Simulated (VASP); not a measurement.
Here is the system:

```
WSi2
1.0
   -1.61452     1.61452     3.93445
    1.61452    -1.61452     3.93445
    1.61452     1.61452    -3.93445
Si W
2 1
Direct
  0.66559   0.66559   0.00000
  0.33441   0.33441   0.00000
  0.00000   0.00000   0.00000
```

Level of theory: PBE GGA with spin-orbit coupling, VASP's PBE PAW potentials (set 64) (plane waves; VASP 6.6.1). Settings: 400 eV cut-off, 12×12×12 Γ-centred mesh, Gaussian smearing of 0.050 eV, potentials Si W_sv.

Question: Give the energies of bands 15 to 28 at the high-symmetry points, in eV from the Fermi level.

Answer: 
| band | Γ | X | P | N | M | S | R |
|---|---|---|---|---|---|---|---|
| 15 | -3.33 | -5.52 | -6.50 | -4.83 | -2.62 | -3.08 | -5.12 |
| 16 | -3.33 | -5.52 | -6.50 | -4.83 | -2.62 | -3.08 | -5.12 |
| 17 | -2.92 | -5.01 | -3.12 | -2.86 | -1.01 | -2.70 | -4.12 |
| 18 | -2.92 | -5.01 | -3.12 | -2.86 | -1.01 | -2.70 | -4.12 |
| 19 | -2.76 | -3.25 | -2.52 | -2.73 | -0.76 | -2.48 | -3.11 |
| 20 | -2.76 | -3.25 | -2.52 | -2.73 | -0.76 | -2.48 | -3.11 |
| 21 | 0.57 | -1.76 | -2.28 | -0.45 | -0.64 | -0.34 | -2.31 |
| 22 | 0.57 | -1.76 | -2.28 | -0.45 | -0.64 | -0.34 | -2.31 |
| 23 | 2.43 | 2.69 | -0.01 | 2.57 | -0.43 | 1.74 | 1.83 |
| 24 | 2.43 | 2.69 | -0.01 | 2.57 | -0.43 | 1.74 | 1.83 |
| 25 | 2.94 | 2.78 | 2.80 | 2.71 | 0.77 | 2.45 | 2.10 |
| 26 | 2.94 | 2.78 | 2.80 | 2.71 | 0.77 | 2.45 | 2.10 |
| 27 | 3.01 | 2.96 | 3.43 | 3.87 | 4.39 | 3.48 | 2.93 |
| 28 | 3.01 | 2.96 | 3.43 | 3.87 | 4.39 | 3.48 | 2.93 |

It has no gap at this level: it comes out as a metal or semimetal.

The compound is WSi2 in the MoSi2 type structure. It was relaxed first.
